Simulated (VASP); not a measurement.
An input for Ansatz (written as the equivalent of a VASP run, and not itself run):

Ansatz 0.2 input:
```yaml
crystal:
  lattice:
    - [4.6035560, 0.0000000, 0.0000000]
    - [-2.3017780, 3.9867960, 0.0000000]
    - [0.0000000, 0.0000000, 17.7422140]
  atoms:
    - { symbol: Pb, position: [0.0000000, 0.0000000, 0.5000000] }
    - { symbol: I, position: [0.3333330, 0.6666670, 0.6054610] }
    - { symbol: I, position: [0.6666670, 0.3333330, 0.3945390] }
kpoints:
  mp_grid: { grid: [7, 7, 1] }
hamiltonian:
  xc: pbe
  pseudopotentials: { kind: paw }
scf:
  occupations: { method: gaussian, width: 0.05 }
  max_iter: 100
output: { forces: true, stress: true, eigenvalues: true }
```

Problem. Translate this input to VASP (INCAR, KPOINTS, POSCAR, choice of POTCAR).

Solution. One answer among several that fit: 
### KPOINTS
```
Automatic
0
Gamma
  7 7 1
```

INCAR:
```
NELM = 100
PREC = Accurate
SYSTEM = PbI2
SIGMA = 0.05   # width (eV)
LASPH = .TRUE.   # aspherical one-centre terms
LCHARG = .FALSE.
GGA = PE   # PBE
ENCUT = 300   # plane-wave cut-off (eV)
LWAVE = .FALSE.
ISIF = 2
LMAXMIX = 4   # l cut-off of mixed one-centre charges
EDIFF = 1E-6
LREAL = .FALSE.   # projection in real space or not
ALGO = Normal
ISMEAR = 0
```

POSCAR:
```
PbI2
4.6035560
  1.0000000000   0.0000000000   0.0000000000
 -0.5000000000   0.8660253074   0.0000000000
  0.0000000000   0.0000000000   3.8540237156
Pb I
1 2
Cart
  0.0000000000   0.0000000000   1.9270118578
 -0.0000005000   0.5773504936   2.3334610529
  0.5000005000   0.2886748138   1.5205626627
```

POTCAR, in this order: Pb_d I (PBE.64 set). Program: vasp_std.

What does not carry over: each code has its own PAW files, so the cut-off isn't converted (ENCUT is set for VASP's; basis.ecutwfc is left out, and Ansatz then takes the one that its files recommend); Ansatz stops its SCF on the density residual and VASP on the energy change (EDIFF).

The cell is a sheet with vacuum, built from a generated structure.
